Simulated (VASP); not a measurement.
Data:

```
CELL_PARAMETERS angstrom
      0.00000     2.91153     2.91153
      2.91153     0.00000     2.91153
      2.91153     2.91153     0.00000
ATOMIC_POSITIONS crystal
  In 0.00000 0.00000 0.00000
  P  0.25000 0.25000 0.25000
```

All values below come from PBE0 hybrid, VASP's PBE PAW potentials (set 64) (plane waves; VASP 6.6.1). Run with 300 eV cut-off, 7×7×7 Γ-centred mesh, Gaussian smearing of 0.020 eV, potentials In_d P.

At this cut-off the stress carries a Pulay error, which pulls relaxed volumes low. Unless said otherwise, spin-orbit coupling is left out, though it shifts the bands of the heavy elements here.

**Question.** Predict the energy per atom (σ→0), pressure, band gap (on the k-mesh) with the smallest direct gap where there is one.

**Answer.** 
* **band gap (on the k-mesh)**: 2.22 eV
* **smallest direct gap (on the k-mesh)**: 2.22 eV
* **energy per atom (σ→0)**: -5.433 eV/atom
* **pressure**: 2.40 GPa

The absolute energy has meaning only against runs of the same code, potentials and settings.

The structure comes from a computed database's InP entry; how it stands against other phases isn't given here. The cell was not relaxed at this level.
